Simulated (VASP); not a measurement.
Set up this calculation in VASP 6.6.1, as the native input.

```
Task                   : single point
Functional             : PBE
Potentials or basis    : VASP PAW PBE potentials, release 64 (Ru_pv, Cl)
Cutoff                 : 520 eV
k mesh                 : 6 × 6 × 4
Occupations            : gaussian, width 0.05 eV
Spin                   : collinear spin, random start
Starting moments       : [-0.6, 0.0, 0.0] μB
Hubbard terms          : Ru d U = 4 eV
Further INCAR settings : ALGO = Fast; EDIFF = 1e-06
```

The structure of RuCl2 lies in POSCAR:

```
RuCl2
1.0
    3.5496909800      0.0000000000      0.0000000000
   -1.7748454900      3.0741225600      0.0000000000
    0.0000000000      0.0000000000      5.7263882700
Ru Cl
1 2
Direct
    0.0000000000      0.0000000000      0.0000000000
    0.3333333333      0.6666666667      0.2520000000
    0.6666666667      0.3333333333      0.7480000000
```

The cell comes from a database or a generator and needn't be the stable form of this composition.

The input as run:

INCAR

```
  PREC = Accurate
  ENCUT = 520
  EDIFF = 1E-6
  ISMEAR = 0
  SIGMA = 0.05
  LREAL = False
  LASPH = True
  NELM = 60
  ALGO = Fast
  ISIF = 2
  LWAVE = False
  LCHARG = True
  ISPIN = 2
  MAGMOM = -0.6 0 0
  LORBIT = 11
  LMAXMIX = 4
  LDAU = True
  LDAUTYPE = 2
  LDAUL = 2 -1
  LDAUU = 4 0
  LDAUJ = 0 0
  LDAUPRINT = 1
  GGA = PE
  LELF = True
  LVHAR = True
```

KPOINTS

```
Automatic mesh
0
Gamma
  6 6 4
```

Potentials or basis: VASP PAW PBE potentials, release 64 (Ru_pv, Cl).

Run with:

```sh
$ cat potpaw_PBE.64/Ru_pv/POTCAR potpaw_PBE.64/Cl/POTCAR > POTCAR
$ mpirun -np 1 vasp_std > vasp.out
```

It gave:

```yaml
Pressure: -2.0 GPa
Largest_force: 1.003 eV/Å
Band_gap_on_the_k_mesh: 2.68 eV, indirect (least direct gap 2.80 eV)
Net_moment: 0.00 μB per cell
Valence_electrons_inside_the_program's_atomic_spheres: Ru 12.37; Cl 5.09
```

Caveat: forces of over 1 eV/Å show positions far from the minimum, so gaps and moduli don't describe the material at rest.

Wall time 32 s on 1 thread of Intel(R) Xeon(R) 6975P-C (Granite Rapids), with other jobs on the host, peak memory 0.23 GiB.
